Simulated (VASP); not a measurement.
BP (zinc blende) is relaxed at rising pressure, each step from the one before. Symmetry mostly holds the structure type, and other phases were not tried. The mesh follows the cell, and a change of mesh leaves a small step in the series.

```cif
data_BP
_chemical_formula_sum 'B1 P1'
_space_group_name_H-M_alt 'P 1'
_space_group_IT_number 1
_cell_length_a 3.21471
_cell_length_b 3.21471
_cell_length_c 3.21471
_cell_angle_alpha 60.000
_cell_angle_beta 60.000
_cell_angle_gamma 60.000
loop_
_space_group_symop_operation_xyz
  'x, y, z'
loop_
_atom_site_label
_atom_site_type_symbol
_atom_site_fract_x
_atom_site_fract_y
_atom_site_fract_z
_atom_site_occupancy
B1 B 0.00000 0.00000 0.00000 1
P1 P 0.25000 0.25000 0.25000 1
```

Method: PBE GGA, VASP's PBE PAW potentials (set 64) (plane waves; VASP 6.6.1). Numerical set-up: 620 eV cut-off, 10×10×10 Γ-centred mesh, Gaussian smearing of 0.050 eV, potentials B P.

```csv
P (GPa),V (Å³/atom),H − H(0) (eV/atom),space group,k-mesh
0,11.75,0.000,F-43m,10×10×10
5,11.41,0.361,F-43m,10×10×10
10,___,___,F-43m,10×10×10
20,10.61,1.390,F-43m,10×10×10
30,___,___,F-43m,10×10×10
45,9.68,2.968,F-43m,11×11×11
```

Question: Fill in the missing entries.

Answer: 
- 10, V (Å³/atom): 11.11
- 10, H − H(0) (eV/atom): 0.713
- 30, V (Å³/atom): 10.20
- 30, H − H(0) (eV/atom): 2.039

Pressures at which the relaxation failed are left out.

The compound is BP in the zinc blende structure.
